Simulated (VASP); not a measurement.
OSZICAR of a VASP run on Sn (space group Im-3m):

File OSZICAR:
```
       N       E                     dE             d eps       ncg     rms          rms(c)
DAV:   1     0.837816841527E+02    0.83782E+02   -0.62691E+03  3312   0.175E+03
DAV:   2    -0.152089993136E+02   -0.98991E+02   -0.96460E+02  3270   0.414E+02
DAV:   3    -0.263263082992E+02   -0.11117E+02   -0.11048E+02  3722   0.129E+02
DAV:   4    -0.266681627571E+02   -0.34185E+00   -0.34171E+00  3670   0.248E+01
DAV:   5    -0.266828931815E+02   -0.14730E-01   -0.14730E-01  4594   0.462E+00    0.238E+00
DAV:   6    -0.243659463648E+02    0.23169E+01   -0.65073E-01  3736   0.181E+01    0.109E+00
DAV:   7    -0.245164855603E+02   -0.15054E+00   -0.10962E-01  3284   0.504E+00    0.801E-01
DAV:   8    -0.245323448555E+02   -0.15859E-01   -0.93017E-02  3198   0.246E+00    0.264E-01
DAV:   9    -0.245536115225E+02   -0.21267E-01   -0.14522E-02  3342   0.984E-01    0.434E-02
DAV:  10    -0.245524840359E+02    0.11275E-02   -0.39641E-04  3640   0.152E-01    0.531E-02
DAV:  11    -0.245543343087E+02   -0.18503E-02   -0.10236E-03  3378   0.351E-01    0.225E-02
DAV:  12    -0.245543932784E+02   -0.58970E-04   -0.99957E-05  3794   0.163E-01    0.101E-02
DAV:  13    -0.245544452104E+02   -0.51932E-04   -0.81995E-06  3294   0.369E-02    0.667E-03
DAV:  14    -0.245544995573E+02   -0.54347E-04   -0.28125E-05  3240   0.463E-02    0.430E-03
DAV:  15    -0.245545023124E+02   -0.27551E-05   -0.20628E-06  2962   0.174E-02    0.359E-03
DAV:  16    -0.245545029065E+02   -0.59410E-06   -0.23445E-07  1980   0.645E-03
   1 F= -.24554503E+02 E0= -.24554201E+02  d E =-.604377E-03  mag=     0.0000    -0.0000     0.0000
       N       E                     dE             ncg
```

Question: Which electronic solver shows in the log?

Answer: It is blocked Davidson (ALGO = Normal, or the opening steps of other solvers). The INCAR had ALGO = Normal.

Question: How was spin treated?

Answer: With non-collinear spinors: mag has three components.

Question: Can the final energy be trusted as converged?

Answer: The run converged. It stopped with EDIFF = 1E-6, NELM = 100 (r2SCAN meta-GGA with spin-orbit coupling, plane waves, VASP's PBE PAW potentials (set 64)).

The structure comes from a computed database's Sn entry (Im-3m); how it stands against other phases isn't given here. It was relaxed first.
